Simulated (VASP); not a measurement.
A cell of NiSb (NiAs type) near equilibrium:

```
NiSb
1.0
    1.98564    -3.43924     0.00000
    1.98564     3.43924     0.00000
    0.00000     0.00000     5.16129
Ni Sb
2 2
Cartesian
  0.00000   0.00000   2.58064
  0.00000   0.00000   0.00000
  1.98564   1.14641   1.29032
  1.98564  -1.14641   3.87097
```

Calculation: PBE GGA, VASP's PBE PAW potentials (set 64) (plane waves; VASP).

| run | ΔE (meV/atom) | σxx | σyy | σzz | largest shear component, with its sign (GPa) | largest force (eV/Å) |
|---|---|---|---|---|---|---|
| as it is | 0.0 | 0.12 | 0.12 | 0.22 | 0.00 | 0.000 |
| after one change | 73.9 | -9.73 | -9.73 | -9.43 | 0.00 | 0.000 |
Stress is in GPa, positive when the cell is compressed.

Problem. Which change was made?
A) isotropic strain of +0.5 %
B) atom 2 (Ni) moved by 0.050 Å along y
C) isotropic strain of -1.0 %
D) isotropic strain of +4.0 %

Solution. D, isotropic strain of +4.0 %

The compound is NiSb in the NiAs type structure. The run is not spin-polarised, so no magnetic state was tried.
